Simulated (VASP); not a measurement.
Write the native input for VASP 6.6.1 that does the following.

```
Task                   : relaxation of cell and atoms
Functional             : LDA
Potentials or basis    : VASP PAW LDA potentials, release 64 (Na_pv)
Cutoff                 : 600 eV
k mesh                 : 14 × 14 × 14
Occupations            : gaussian, width 0.1 eV
Spin                   : no spin polarisation
Further INCAR settings : ALGO = Normal; EDIFF = 1e-07; IBRION = 2; EDIFFG = -0.005; NSW = 90; ISIF = 3
```

The structure of Na lies in POSCAR:

```
Na
1.0
   -2.1175000000      2.1175000000      2.1175000000
    2.1175000000     -2.1175000000      2.1175000000
    2.1175000000      2.1175000000     -2.1175000000
Na
1
Direct
    0.0000000000      0.0000000000      0.0000000000
```

One way to write it, as run:

INCAR

```
SYSTEM = Na
ALGO = Normal
EDIFF = 1E-7
EDIFFG = -0.005
ENCUT = 600
IBRION = 2
ISIF = 3
ISMEAR = 0
LASPH = .TRUE.
LCHARG = .FALSE.
LREAL = .FALSE.
LWAVE = .FALSE.
NELM = 100
NSW = 90
PREC = Accurate
SIGMA = 0.1
```

KPOINTS

```
k-points
0
G
  14 14 14
  0 0 0
```

Potentials or basis: VASP PAW LDA potentials, release 64 (Na_pv).

The run is started by

```bash
$ cat potpaw_LDA.64/Na_pv/POTCAR > POTCAR
$ mpirun -np 1 vasp_std > vasp.out
```

It gave:

```
Relaxed volume                         : 33.20 Å³/atom
Relaxed cell                           : a = 3.507 Å, b = 3.507 Å, c = 3.507 Å, α = 109.47°, β = 109.47°, γ = 109.47°
Space group after relaxing (to 0.05 Å) : Im-3m (No. 229)
Energy gained by relaxing              : 15.9 meV/atom
Ionic steps                            : 3
Pressure after relaxing                : 0.0 GPa
Band gap on the k mesh                 : none (metal or under the smearing width)
```

Caveat: the volume moved by -13 % from the deposited cell, more than functionals usually miss.

It took 64 s on 1 thread of Intel(R) Xeon(R) Platinum 8488C (Sapphire Rapids) (shared host), peak memory 0.16 GiB.
